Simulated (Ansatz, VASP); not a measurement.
**W (W wire along [110], 33 atoms a period): VASP beside Ansatz**

One calculation is typed for both programs; each brings its own data sets. How far apart do they land? Of the first pair: The structure shown is the start of the Ansatz relaxation below; VASP solves that cell, so the two are compared at the walk's first step.

Method: plane waves, with VASP 6.6.1 beside it; single point at PBE, in Ansatz 0.2.0.

## 1. Starting point

The cell holds 33 atoms: 33 W. Cell: a = 19.480 Å, b = 15.766 Å, c = 4.483 Å, α = 90.0°, β = 90.0°, γ = 90.0°. Vacuum lies along a and b. The structure's axis is c.

## 2. Ansatz: relaxation, PBE

Ansatz runs on its PAW soft_1 files.

The two programs are compared at the cell with which this relaxation starts, whose forces are those of its first step.

Input file input.yaml:

```yaml
crystal:
  lattice:
    - [19.48, 0.0, 0.0]
    - [0.0, 15.766, 0.0]
    - [0.0, 0.0, 4.4830569927]
  atoms:
    - { symbol: W, position: [0.174537988, 0.500003615, 0.0] }
    - { symbol: W, position: [0.255903491, 0.642178453, 0.0] }
    - { symbol: W, position: [0.337268994, 0.500003615, 0.0] }
    - { symbol: W, position: [0.337268994, 0.784353291, 0.0] }
    - { symbol: W, position: [0.418634497, 0.642178453, 0.0] }
    - { symbol: W, position: [0.5, 0.500003615, 0.0] }
    - { symbol: W, position: [0.5, 0.784353291, 0.0] }
    - { symbol: W, position: [0.581365503, 0.642178453, 0.0] }
    - { symbol: W, position: [0.662731006, 0.500003615, 0.0] }
    - { symbol: W, position: [0.662731006, 0.784353291, 0.0] }
    - { symbol: W, position: [0.744096509, 0.642178453, 0.0] }
    - { symbol: W, position: [0.825462012, 0.500003615, 0.0] }
    - { symbol: W, position: [0.255903491, 0.500003615, 0.5] }
    - { symbol: W, position: [0.337268994, 0.357828777, 0.5] }
    - { symbol: W, position: [0.337268994, 0.642178453, 0.5] }
    - { symbol: W, position: [0.418634497, 0.215653939, 0.5] }
    - { symbol: W, position: [0.418634497, 0.500003615, 0.5] }
    - { symbol: W, position: [0.418634497, 0.784353291, 0.5] }
    - { symbol: W, position: [0.5, 0.357828777, 0.5] }
    - { symbol: W, position: [0.5, 0.642178453, 0.5] }
    - { symbol: W, position: [0.581365503, 0.215653939, 0.5] }
    - { symbol: W, position: [0.581365503, 0.500003615, 0.5] }
    - { symbol: W, position: [0.581365503, 0.784353291, 0.5] }
    - { symbol: W, position: [0.662731006, 0.357828777, 0.5] }
    - { symbol: W, position: [0.662731006, 0.642178453, 0.5] }
    - { symbol: W, position: [0.744096509, 0.500003615, 0.5] }
    - { symbol: W, position: [0.255903491, 0.357828777, 0.0] }
    - { symbol: W, position: [0.337268994, 0.215653939, 0.0] }
    - { symbol: W, position: [0.418634497, 0.357828777, 0.0] }
    - { symbol: W, position: [0.5, 0.215653939, 0.0] }
    - { symbol: W, position: [0.581365503, 0.357828777, 0.0] }
    - { symbol: W, position: [0.662731006, 0.215653939, 0.0] }
    - { symbol: W, position: [0.744096509, 0.357828777, 0.0] }
kpoints:
  mp_grid: { grid: [1, 1, 18] }
scf:
  occupations: { method: fermi_dirac, width: 0.05 }
hamiltonian:
  xc: pbe
  pseudopotentials: { kind: paw, azcp: { folder: soft_1 } }
relax:
  cell: { fix: [a, b, alpha, beta, gamma] }
  max_steps: 45
  f_tol: 0.03
```

The run is started by

```console
$ ansatz run input.yaml --threads 4 --pin off --max-ram 16384MiB --backend cpu --events-out ev --progress --plain --runs-dir out
```

Numbers of over 12 decimals in the logs are rounded to 6 here.

What it wrote:

```text
Engine: ansatz 0.2.0, x86_64-unknown-linux-gnu
Pseudopotentials: kind: paw
Pseudopotential: W, paw, valence charge 14, recommended cutoff 420 eV (normal), soft_1/W.paw.azcp
Functional definition: PBE
  parameter kappa = 0.804
  parameter beta = 0.066725
  exchange = pbe_x(kappa = kappa, mu = beta*pi^2/3)
  correlation = pbe_c(beta = beta)
Crystal: 33 atoms, lattice volume = 1376.844 Å³
Basis set: ecut = 420 eV, 27055 PW (Γ), exchange–correlation on 270×216×60 points (8 copies of the dense FFT grid, shifted against one another)
Bands: 278, of which v1, the nominal top of the filled ones, is band 231 counted from 1 (230 counted from 0)
Symmetry: 8 space group operations
Space group: Pmmm (ITA 47), of the structure as read, at distance tolerance 1.1e-4 Å
k-points: 10 of 18
Non-local potential: W, projectors of the file, l = 0: 3, l = 1: 2, l = 2: 2, l = 3: 1
PAW form: soft (Blöchl's): semilocal exchange-correlation on the pseudo side does not see the compensation charge
PAW one-centre angular grid: W, 590 points (default); XC on 64 Gauss nodes
Initial density: superposition of atomic densities (neutral atoms: chi_scale 0, normalization atom)
Initial wavefunctions: pseudopotential atomic-orbital guess
Functional: x = pbe(κ = 0.804, μ = 0.219515), c = pbe(β = 0.066725)
SCF iter   1: F=—  HF=-342716.957390 eV  |F-HF|=—  |Δ(HF+E_count)|=         —  Δρ=4.87e-2  dr2=2.58e2  ethr=3.10e-3  ⟨swp⟩=10.1  Hψ=12785  notcnv=0
preconditioner: auto → LDOS  [metal: Δε(μ)=0.006 eV  Ē_g=4.674 eV  σ=0.050 eV  W_gap=0.03  n_scr=282 (ndim 8)  ℏωp=14.1 eV  f_vac=0.472  D(μ)=29.83/eV (n_scr^D=194)  β→1.0]
SCF iter   2: F=—  HF=-342718.710413 eV  |F-HF|=—  |Δ(HF+E_count)|=    1.75e0  Δρ=5.81e-2  dr2=4.40e2  ethr=3.10e-3  ⟨swp⟩=8.4  Hψ=8933  notcnv=0  defer=102
SCF iter   3: F=—  HF=-342693.133452 eV  |F-HF|=—  |Δ(HF+E_count)|=    2.56e1  Δρ=1.00e-2  dr2=3.72e0  ethr=3.10e-3  ⟨swp⟩=6.8  Hψ=6748  notcnv=0  defer=131
SCF iter   4: F=—  HF=-342692.975262 eV  |F-HF|=—  |Δ(HF+E_count)|=   1.58e-1  Δρ=4.02e-3  dr2=1.22e0  ethr=8.06e-4  ⟨swp⟩=4.1  Hψ=4636  notcnv=0  defer=117
SCF iter   5: F=—  HF=-342692.935796 eV  |F-HF|=—  |Δ(HF+E_count)|=   3.95e-2  Δρ=1.92e-3  dr2=1.44e-1  ethr=2.63e-4  ⟨swp⟩=3.7  Hψ=3926  notcnv=0  defer=116
SCF iter   6: F=—  HF=-342692.924808 eV  |F-HF|=—  |Δ(HF+E_count)|=   1.10e-2  Δρ=6.88e-4  dr2=1.70e-2  ethr=3.11e-5  ⟨swp⟩=2.0  Hψ=3900  notcnv=0  defer=116
SCF iter   7: F=—  HF=-342692.924846 eV  |F-HF|=—  |Δ(HF+E_count)|=   3.80e-5  Δρ=4.17e-4  dr2=7.23e-3  ethr=3.68e-6  ⟨swp⟩=2.9  Hψ=4140  notcnv=0  defer=116
SCF iter   8: F=—  HF=-342692.924450 eV  |F-HF|=—  |Δ(HF+E_count)|=   3.96e-4  Δρ=1.31e-4  dr2=1.17e-3  ethr=1.56e-6  ⟨swp⟩=2.4  Hψ=3691  notcnv=0  defer=116
SCF iter   9: F=—  HF=-342692.924446 eV  |F-HF|=—  |Δ(HF+E_count)|=   4.35e-6  Δρ=4.79e-5  dr2=8.60e-5  ethr=2.54e-7  ⟨swp⟩=2.2  Hψ=3724  notcnv=0  defer=116
SCF iter  10: F=—  HF=-342692.924983 eV  |F-HF|=—  |Δ(HF+E_count)|=   5.37e-4  Δρ=1.91e-5  dr2=1.15e-5  ethr=1.86e-8  ⟨swp⟩=3.0  Hψ=4183  notcnv=0  defer=116
SCF iter  11: F=—  HF=-342692.924987 eV  |F-HF|=—  |Δ(HF+E_count)|=   4.24e-6  Δρ=7.88e-6  dr2=2.98e-6  ethr=2.50e-9  ⟨swp⟩=2.9  Hψ=4260  notcnv=0  defer=116
SCF iter  12: F=—  HF=-342692.924988 eV  |F-HF|=—  |Δ(HF+E_count)|=   6.64e-7  Δρ=3.61e-6  dr2=6.28e-7  ethr=6.45e-10  ⟨swp⟩=2.0  Hψ=3786  notcnv=0  defer=116
SCF iter  13: F=-342692.924988 eV  HF=-342692.924988 eV  |F-HF|=3.92e-8  |Δ(HF+E_count)|=   3.11e-8  Δρ=1.27e-6  dr2=8.00e-8  ethr=2.16e-11  ⟨swp⟩=3.5  Hψ=10718  notcnv=0
SCF 1 converged in 13 iterations: F = -342692.924988 eV  dr2 = 8.00e-8
  greatest PAW one-centre occupation: 0.999 electrons in one spin orbital (limit 2), on the W atom at site 8 (counted from 0), in its partial waves of l = 0
relax step   1: F+E_penalty+E_count = -342692.92498758 eV  Δ(F+E_penalty+E_count) = +0.000e0 eV  max|allowed force component| = 3.035e0 eV/Å  Δτ_max = 0.0000 Å  P = -5.798 GPa  Ω = 1376.844 Å³  fix = [a, b, alpha, beta, gamma]  reactions: a -5.167, b -5.918 GPa  (13 SCF iters, dr2 threshold 1.00e-7 eV, accepted)
[...]
relax step   6: F+E_penalty+E_count = -342696.51118464 eV  Δ(F+E_penalty+E_count) = -6.120e-4 eV  max|allowed force component| = 1.154e-2 eV/Å  Δτ_max = 0.0038 Å  P = -0.016 GPa  Ω = 1348.223 Å³  energy of the carried Pulay correction = +5.650e-3 eV  fix = [a, b, alpha, beta, gamma]  reactions: a +0.005, b -0.055 GPa  (6 SCF iters, dr2 threshold 1.03e-7 eV, accepted)
[...]
relax step   7: F+E_penalty+E_count = -342696.50555214 eV  Δ(F+E_penalty+E_count) = +5.632e-3 eV  max|allowed force component| = 1.154e-2 eV/Å  Δτ_max = 0.0000 Å  P = -0.016 GPa  Ω = 1348.223 Å³  fix = [a, b, alpha, beta, gamma]  reactions: a +0.006, b -0.054 GPa  stress off target by 9.39e-4 GPa on what of the cell is left free  SCF on the basis re-selected at this cell (its energy is not comparable with the rows above)  (6 SCF iters)
basis re-selected at this cell: Δ(F+E_penalty+E_count) = +5.632e-3 eV, ΔP = +0.000 GPa vs the last step (what re-selecting the basis moved, of the pressure what is left beyond the Pulay correction that the steps carried, after the strain that the cell walked since its last selection, with what the two solves' SCF thresholds leave and, on support functions, any second-order correction that the steps lacked; it is no m [...]
SCF converged after 6 iterations
Free energy (F): -342696.505552 eV
Harris-Foulkes:  -342696.505552 eV  (|F-HF|=2.91e-10)
Internal energy: -342696.241343 eV  (E = F + TS)
E sigma→0 (E₀):  -342696.373448 eV
Entropy (-TS):   -0.264209 eV (-8.006 meV/atom)
Fermi energy:    6.344344 eV
--- Per-component energies (eV) ---
  E_band       = -10117.323774
  E_kinetic    = 13899.803718
  E_local      = -298641.886386  (includes V_loc(G=0)·N_el)
  E_nonlocal   = -816.804654
  E_hartree    = 144198.226482
  E_xc         = -8798.168326
  E_vxc        = -7585.215581  (∫ρ·V_xc dr)
  E_paw        = -283073.330283  (= ΣΔE_a)
  E_vpaw       = -5369.679010  (= ΣTr[D̂ρ^β])
  E_aug_tail   = 0.004937  (compensation charges beyond the density's cutoff)
  E_ewald      = 90535.913169
  E_smearing   = -0.264209  (= −TS)
  E_closure    = 0.000000  (closes the sum)
  Σ components = -342696.505552   (vs F -342696.505552, Δ=0.00e0)
--- Forces (eV/Å), atoms counted from 1 ---
  atom   1  W      0.00283555     0.00000000    -0.00000000
  atom   2  W     -0.00232439     0.00445864    -0.00000000
  atom   3  W     -0.01154255    -0.00000000     0.00000000
  atom   4  W     -0.00081348    -0.00301316     0.00000000
  atom   5  W      0.00540004    -0.00259461    -0.00000000
  atom   6  W     -0.00000000     0.00000000     0.00000000
  atom   7  W     -0.00000000     0.00495750    -0.00000000
  atom   8  W     -0.00540004    -0.00259461     0.00000000
  atom   9  W      0.01154255     0.00000000    -0.00000000
  atom  10  W      0.00081348    -0.00301316     0.00000000
  atom  11  W      0.00232439     0.00445864    -0.00000000
  atom  12  W     -0.00283555    -0.00000000     0.00000000
  atom  13  W      0.00363270     0.00000000    -0.00000000
  atom  14  W     -0.00211575    -0.00006408     0.00000000
  atom  15  W     -0.00211575     0.00006408     0.00000000
  atom  16  W     -0.00737559    -0.00062956     0.00000000
  atom  17  W      0.00245031    -0.00000000    -0.00000000
  atom  18  W     -0.00737559     0.00062956     0.00000000
  atom  19  W      0.00000000    -0.00470226     0.00000000
  atom  20  W     -0.00000000     0.00470226    -0.00000000
  atom  21  W      0.00737559    -0.00062956    -0.00000000
  atom  22  W     -0.00245031     0.00000000     0.00000000
  atom  23  W      0.00737559     0.00062956    -0.00000000
  atom  24  W      0.00211575    -0.00006408    -0.00000000
  atom  25  W      0.00211575     0.00006408    -0.00000000
  atom  26  W     -0.00363270    -0.00000000     0.00000000
  atom  27  W     -0.00232439    -0.00445864     0.00000000
  atom  28  W     -0.00081348     0.00301316    -0.00000000
  atom  29  W      0.00540004     0.00259461    -0.00000000
  atom  30  W      0.00000000    -0.00495750     0.00000000
  atom  31  W     -0.00540004     0.00259461     0.00000000
  atom  32  W      0.00081348     0.00301316    -0.00000000
  atom  33  W      0.00232439    -0.00445864     0.00000000
  max |Σ_I F_I| component: 1.73e-18 eV/Å
--- Stress (GPa, compression-positive) ---
        0.006141      -0.000000      -0.000000
       -0.000000      -0.054219       0.000000
       -0.000000       0.000000       0.000939
  P = ⅓ Tr σ = -0.0157 GPa (-0.157 kbar)
--- Relaxed structure (6 steps of the walk, 6 accepted, 1 SCFs on fresh bases) ---
  F+E_penalty+E_count = -342696.50555214 eV   max|allowed force component| = 1.154e-2 eV/Å   (the final SCF, on the basis selected at the relaxed cell)
  cell:  # Å, volume = 1348.2229 Å³
    - [19.48, 0, 0]
    - [0, 15.766, 0]
    - [0, 0, 4.389866]
  atoms:
    - { symbol: W, position: [0.179610, 0.500003615, 0] }
    - { symbol: W, position: [0.257851, 0.631604, -2.0644384979852027e-18] }
    - { symbol: W, position: [0.335248, 0.500003615, 0] }
    - { symbol: W, position: [0.342428, 0.772311, -2.3510089793541784e-18] }
    - { symbol: W, position: [0.419109, 0.644005, 3.5650305365346684e-19] }
    - { symbol: W, position: [0.5, 0.500003615, 0] }
    - { symbol: W, position: [0.5, 0.782098, -4.402829661828834e-19] }
    - { symbol: W, position: [0.580891, 0.644005, 3.5650305365346646e-19] }
    - { symbol: W, position: [0.664752, 0.500003615, 0] }
    - { symbol: W, position: [0.657572, 0.772311, -2.351008979354179e-18] }
    - { symbol: W, position: [0.742149, 0.631604, -2.064438497985204e-18] }
    - { symbol: W, position: [0.820390, 0.500003615, 0] }
    - { symbol: W, position: [0.249854, 0.500003615, 0.500000] }
    - { symbol: W, position: [0.334726, 0.356904, 0.500000] }
    - { symbol: W, position: [0.334726, 0.643103, 0.500000] }
    - { symbol: W, position: [0.419975, 0.219608, 0.500000] }
    - { symbol: W, position: [0.417433, 0.500003615, 0.500000] }
    - { symbol: W, position: [0.419975, 0.780399, 0.500000] }
    - { symbol: W, position: [0.5, 0.355891, 0.500000] }
    - { symbol: W, position: [0.5, 0.644116, 0.500000] }
    - { symbol: W, position: [0.580025, 0.219608, 0.500000] }
    - { symbol: W, position: [0.582567, 0.500003615, 0.500000] }
    - { symbol: W, position: [0.580025, 0.780399, 0.500000] }
    - { symbol: W, position: [0.665274, 0.356904, 0.500000] }
    - { symbol: W, position: [0.665274, 0.643103, 0.500000] }
    - { symbol: W, position: [0.750146, 0.500003615, 0.500000] }
    - { symbol: W, position: [0.257851, 0.368404, 2.064438497985204e-18] }
    - { symbol: W, position: [0.342428, 0.227697, 2.351008979354179e-18] }
    - { symbol: W, position: [0.419109, 0.356003, -3.565030536534663e-19] }
    - { symbol: W, position: [0.5, 0.217909, 4.4028296618288355e-19] }
    - { symbol: W, position: [0.580891, 0.356003, -3.56503053653467e-19] }
    - { symbol: W, position: [0.657572, 0.227697, 2.3510089793541784e-18] }
    - { symbol: W, position: [0.742149, 0.368404, 2.0644384979852027e-18] }
```

The column dr2 measures how far the density is from self-consistency, as an energy; F and HF (Harris–Foulkes) agree once it is small.

## 3. VASP: single point, PBE, start cell, pair 1

The same cell, functional, mesh and smearing now go to VASP, with its own data sets.

Lines of VASP's logs that name or quote its potential files are left out, and so is its time.

Input file INCAR:

```
SYSTEM = W
PREC = Accurate
ENCUT = 520
EDIFF = 1E-06
NELM = 120
ISMEAR = -1
SIGMA = 0.05
LREAL = Auto
ALGO = Normal
GGA = PE
NBANDS = 124
LASPH = .TRUE.
LORBIT = 11
LWAVE = .FALSE.
LCHARG = .FALSE.
ISIF = 2
GGA_COMPAT = .FALSE.
KPAR = 4
```

Input file POSCAR:

```
W
1.0
   19.4800000000      0.0000000000      0.0000000000
    0.0000000000     15.7660000000      0.0000000000
    0.0000000000      0.0000000000      4.4830570000
W
33
Direct
    0.1745379877      0.5000036154      0.0000000000
    0.2559034908      0.6421784219      0.0000000000
    0.3372689938      0.5000036154      0.0000000000
    0.3372689938      0.7843532919      0.0000000000
    0.4186344969      0.6421784219      0.0000000000
    0.5000000000      0.5000036154      0.0000000000
    0.5000000000      0.7843532919      0.0000000000
    0.5813655031      0.6421784219      0.0000000000
    0.6627310062      0.5000036154      0.0000000000
    0.6627310062      0.7843532919      0.0000000000
    0.7440965092      0.6421784219      0.0000000000
    0.8254620123      0.5000036154      0.0000000000
    0.2559034908      0.5000036154      0.4999998885
    0.3372689938      0.3578287454      0.4999998885
    0.3372689938      0.6421784219      0.4999998885
    0.4186344969      0.2156539389      0.4999998885
    0.4186344969      0.5000036154      0.4999998885
    0.4186344969      0.7843532919      0.4999998885
    0.5000000000      0.3578287454      0.4999998885
    0.5000000000      0.6421784219      0.4999998885
    0.5813655031      0.2156539389      0.4999998885
    0.5813655031      0.5000036154      0.4999998885
    0.5813655031      0.7843532919      0.4999998885
    0.6627310062      0.3578287454      0.4999998885
    0.6627310062      0.6421784219      0.4999998885
    0.7440965092      0.5000036154      0.4999998885
    0.2559034908      0.3578287454      0.0000000000
    0.3372689938      0.2156539389      0.0000000000
    0.4186344969      0.3578287454      0.0000000000
    0.5000000000      0.2156539389      0.0000000000
    0.5813655031      0.3578287454      0.0000000000
    0.6627310062      0.2156539389      0.0000000000
    0.7440965092      0.3578287454      0.0000000000
```

Input file KPOINTS:

```
Automatic mesh
0
Gamma
1 1 18
0 0 0
```

PAW data sets: W (PBE family, release 64).

The run is started by

```console
$ mpirun -np 4 vasp_std
```

What it wrote:

```text
[banner, memory and clock lines left out]
running    4 mpi-ranks, on    1 nodes
[...]
LDA part: xc-table for (Slater+PW92), standard interpolation
 POSCAR, INCAR and KPOINTS ok, starting setup
[...]
entering main loop
       N       E                     dE             d eps       ncg     rms          rms(c)
DAV:   1     0.944851280580E+03    0.94485E+03   -0.72728E+04  2480   0.127E+03
DAV:   2    -0.249786831184E+03   -0.11946E+04   -0.11156E+04  3352   0.261E+02
DAV:   3    -0.406010997059E+03   -0.15622E+03   -0.15010E+03  3432   0.880E+01
DAV:   4    -0.418797558696E+03   -0.12787E+02   -0.12469E+02  3960   0.210E+01
[...]
DAV:  29    -0.386521775725E+03   -0.14282E-04   -0.10260E-06  1928   0.196E-03    0.319E-03
DAV:  30    -0.386521785848E+03   -0.10123E-04   -0.12561E-06  1936   0.232E-03    0.240E-03
DAV:  31    -0.386521786177E+03   -0.32930E-06   -0.35081E-07  1600   0.185E-03
   1 F= -.38652179E+03 E0= -.38636529E+03  d E =-.312998E+00
```

OUTCAR, selected parts (step 3):

```text
  Total      -54.4627650    -60.4858151    -64.8686622      0.0000000      0.0000000      0.0000000
  in kB      -63.3761033    -70.3848816    -75.4850225      0.0000000      0.0000000      0.0000000
  external PRESSURE =     -69.7486691 kB  Pullay stress =       0.0000000 kB

 POSITION                                       TOTAL-FORCE (eV/Angst)
 -----------------------------------------------------------------------------------
      3.40000      7.88306      0.00000         3.266522      0.000000      0.000000
      4.98500     10.12458      0.00000         1.649469     -1.952036      0.000000
      6.57000      7.88306      0.00000        -1.163497      0.000000      0.000000
      6.57000     12.36611      0.00000         1.514443     -2.158367      0.000000
      8.15500     10.12458      0.00000        -0.126543      1.664752      0.000000
      9.74000      7.88306      0.00000        -0.000000      0.000000      0.000000
      9.74000     12.36611      0.00000        -0.000000     -1.063600      0.000000
     11.32500     10.12458      0.00000         0.126543      1.664752      0.000000
     12.91000      7.88306      0.00000         1.163497      0.000000      0.000000
     12.91000     12.36611      0.00000        -1.514443     -2.158367      0.000000
     14.49500     10.12458      0.00000        -1.649469     -1.952036      0.000000
     16.08000      7.88306      0.00000        -3.266522      0.000000      0.000000
      4.98500      7.88306      2.24153        -1.562957      0.000000      0.000000
      6.57000      5.64153      2.24153        -0.991072     -0.979267      0.000000
[...]
-----------------------------------------------------------------------------------
    total drift:                               -0.000000     -0.200968     -0.000019

  FREE ENERGIE OF THE ION-ELECTRON SYSTEM (eV)
  ---------------------------------------------------
  free  energy   TOTEN  =      -386.5217861772 eV

  energy  without entropy=     -386.2087882287  energy(sigma->0) =     -386.36528720

[... 3 further parts left out ...]
[key lines of the parts left out:]
E-fermi :   0.5949
```

## 4. Comparison

Known differences besides the potentials themselves: the data sets hold 462 valence electrons in Ansatz (on its PAW soft_1 files) and 198 in VASP; the cutoff is 420 eV in Ansatz and 520 eV in VASP (PREC = Accurate, projectors in real space). Total energies have different zeros and are not compared.

Forces on 7 of the 33 atoms, those with the largest forces and the largest differences (eV/Å; atoms numbered as in POSCAR):

```
atom         Ansatz x, y, z           VASP x, y, z
  W1    3.035, 0.000, 0.000    3.267, 0.000, 0.000
  W2   1.449, -1.859, 0.000   1.649, -1.952, 0.000
  W4   1.380, -1.959, 0.000   1.514, -2.158, 0.000
 W10  -1.380, -1.959, 0.000  -1.514, -2.158, 0.000
 W12   -3.035, 0.000, 0.000   -3.267, 0.000, 0.000
 W28    1.380, 1.959, 0.000    1.514, 2.158, 0.000
 W32   -1.380, 1.959, 0.000   -1.514, 2.158, 0.000
```

The forces differ by 89 meV/Å r.m.s., which is 8.4 % of the r.m.s. force of 1.061 eV/Å (both taken over all components).

(Part 1 of 2 ends here.)

[Lines on the potential files, build, host, timing and source positions are cut from VASP's logs without a mark.]

[Logs are printed without paths, hosts, clocks, repeated set-up lines and the standing remarks that a program may print on its own settings, such as how far it seeks lower states.]

[Hosts, paths, dates, database ids (printed as entryN), source tags and the programs' standing remarks are cut or masked in the printed files.]
